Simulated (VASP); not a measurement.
Level of theory: PBEsol GGA, VASP's PBE PAW potentials (set 64) (plane waves; VASP 6.6.1).

A VASP calculation is set up with these files.

KPOINTS:
```
Automatic mesh
0
Gamma
12 12 8
0 0 0
```

INCAR:
```
# general
SYSTEM =Zr
PREC   =Accurate
ENCUT  =480
LREAL  =.FALSE.
LASPH  =.TRUE.

# electronic loop
EDIFF  =1E-7
NELM   =100
ALGO   =Normal
LMAXMIX=4

# smearing
ISMEAR =1
SIGMA  =0.1

# functional
GGA    =PS

# ions
ISIF   =2

# output
LWAVE  =.FALSE.
LCHARG =.FALSE.
```

File POSCAR:
```
Zr
1.0
  1.5897709219  -2.7810995970   0.0000000000
  1.5897709219   2.7810995970   0.0000000000
  0.0000000000   0.0000000000   5.1253340678
Zr
2
Direct
  0.3333330000   0.6666670000   0.2500000000
  0.6666670000   0.3333330000   0.7500000000
```

POTCAR, in this order: Zr_sv (PBE.64 set). Program: vasp_std.

Estimate the energy per atom (σ→0), band gap (on the k-mesh).

- energy per atom (σ→0) = -9.079 eV/atom
- band gap (on the k-mesh) = none (metal, semimetal or under 0.01 eV)

**OSZICAR**
```
...
DAV:   6    -0.182890940849E+02    0.66989E+00   -0.10219E+00  7144   0.882E+00    0.632E+00
DAV:   7    -0.181535135749E+02    0.13558E+00   -0.67627E-01 10024   0.616E+00    0.115E+00
DAV:   8    -0.181574333421E+02   -0.39198E-02   -0.37405E-02  9048   0.171E+00    0.315E-01
DAV:   9    -0.181577741115E+02   -0.34077E-03   -0.19536E-03  8536   0.471E-01    0.326E-02
DAV:  10    -0.181577418603E+02    0.32251E-04   -0.55626E-05 10680   0.475E-02    0.250E-02
DAV:  11    -0.181577436712E+02   -0.18109E-05   -0.10043E-05  7504   0.421E-02    0.267E-03
DAV:  12    -0.181577436188E+02    0.52372E-07   -0.38615E-07  7352   0.477E-03
   1 F= -.18157744E+02 E0= -.18157661E+02  d E =-.248729E-03
```

The compound is Zr in the hcp structure. This cell was strained or had an atom moved on purpose.
